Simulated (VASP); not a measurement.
An input for Ansatz (written as the equivalent of a VASP run, and not itself run):

Ansatz 0.2 input:
```yaml
crystal:
  lattice:
    - [0.0000000, 2.2247625, 2.2247625]
    - [2.2247625, 0.0000000, 2.2247625]
    - [2.2247625, 2.2247625, 0.0000000]
  atoms:
    - { symbol: V, position: [0.0000000, 0.0000000, 0.0000000], spin: 0.9 }
    - { symbol: N, position: [0.2500000, 0.2500000, 0.2500000], spin: -0.1 }
kpoints:
  mp_grid: { grid: [13, 13, 13] }
hamiltonian:
  xc: pbe
  pseudopotentials: { kind: paw }
magnetization: { spin_polarized: true }
scf:
  occupations: { method: methfessel_paxton, width: 0.1 }
  max_iter: 100
relax:
  max_steps: 60
  f_tol: 0.01
  cell: {}
output: { forces: true, stress: true, eigenvalues: true }
```

### Question
Translate this input to VASP (INCAR, KPOINTS, POSCAR, choice of POTCAR).

### Answer
This is not unique; one that fits is 
**INCAR**
```
SYSTEM = VN
PREC = Accurate
ENCUT = 520
EDIFF = 1E-6
NELM = 100
ALGO = Normal
LREAL = .FALSE.
LASPH = .TRUE.
ISMEAR = 1
SIGMA = 0.1
GGA = PE
LMAXMIX = 4
ISPIN = 2
MAGMOM = 0.9 -0.1
LORBIT = 10
LWAVE = .FALSE.
LCHARG = .FALSE.
IBRION = 2
ISIF = 3
NSW = 60
EDIFFG = -0.01
```

File POSCAR:
```
VN
1.0
  0.0000000000   2.2247624615   2.2247624615
  2.2247624615   0.0000000000   2.2247624615
  2.2247624615   2.2247624615   0.0000000000
V N
1 1
Direct
  0.0000000000   0.0000000000   0.0000000000
  0.2500000000   0.2500000000   0.2500000000
```

### KPOINTS
```
Automatic mesh
0
Gamma
13 13 13
0 0 0
```

POTCAR, in this order: V_sv N (PBE.64 set). Program: vasp_std.

Limits of the translation: each code has its own PAW files, so the cut-off isn't converted (ENCUT is set for VASP's; basis.ecutwfc is left out, and Ansatz then takes the one that its files recommend); Ansatz stops its SCF on the density residual and VASP on the energy change (EDIFF).

The structure was generated: VN was put into the zinc blende type (F-43m), which need not be its known phase. This run relaxes it. Symmetry was kept, so distortions that lower it aren't found. The start is the result of an earlier pass.
